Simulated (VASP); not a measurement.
Given:

```
KMgF3
1.0
    3.99000     0.00000     0.00000
    0.00000     3.99000     0.00000
    0.00000     0.00000     3.99000
K Mg F
1 1 3
Direct
  0.00000   0.00000   0.00000
  0.50000   0.50000   0.50000
  0.50000   0.00000   0.50000
  0.00000   0.50000   0.50000
  0.50000   0.50000   0.00000
```

All values below come from PBEsol GGA, VASP's PBE PAW potentials (set 64) (plane waves; VASP). Numerical set-up: 400 eV cut-off, 8×8×8 Γ-centred mesh, Fermi-Dirac smearing of 0.050 eV, potentials K_sv Mg F.

Q: Give the energies of bands 8 to 19 at the high-symmetry points, in eV from the valence-band maximum.

A: 
```json
[
 {"band": "8", "Γ": "-2.45", "X": "-2.31", "M": "-3.13", "R": "-3.93"},
 {"band": "9", "Γ": "-2.45", "X": "-2.31", "M": "-2.17", "R": "-1.68"},
 {"band": "10", "Γ": "-2.45", "X": "-2.20", "M": "-1.90", "R": "-1.68"},
 {"band": "11", "Γ": "-0.65", "X": "-1.47", "M": "-1.15", "R": "-1.68"},
 {"band": "12", "Γ": "-0.65", "X": "-0.88", "M": "-1.06", "R": "-1.13"},
 {"band": "13", "Γ": "-0.65", "X": "-0.88", "M": "-1.06", "R": "-1.13"},
 {"band": "14", "Γ": "-0.33", "X": "-0.88", "M": "-0.91", "R": "0.00"},
 {"band": "15", "Γ": "-0.33", "X": "-0.55", "M": "-0.91", "R": "0.00"},
 {"band": "16", "Γ": "-0.33", "X": "-0.55", "M": "-0.03", "R": "0.00"},
 {"band": "17", "Γ": "7.12", "X": "9.96", "M": "10.83", "R": "10.32"},
 {"band": "18", "Γ": "9.96", "X": "10.28", "M": "11.60", "R": "10.32"},
 {"band": "19", "Γ": "9.96", "X": "11.03", "M": "12.45", "R": "10.32"}
]
```

The gap is indirect, 7.12 eV, from the valence maximum at R to the conduction minimum at Γ.

The structure is a typed KMgF3 crystal (Pm-3m). The cell was not relaxed at this level.
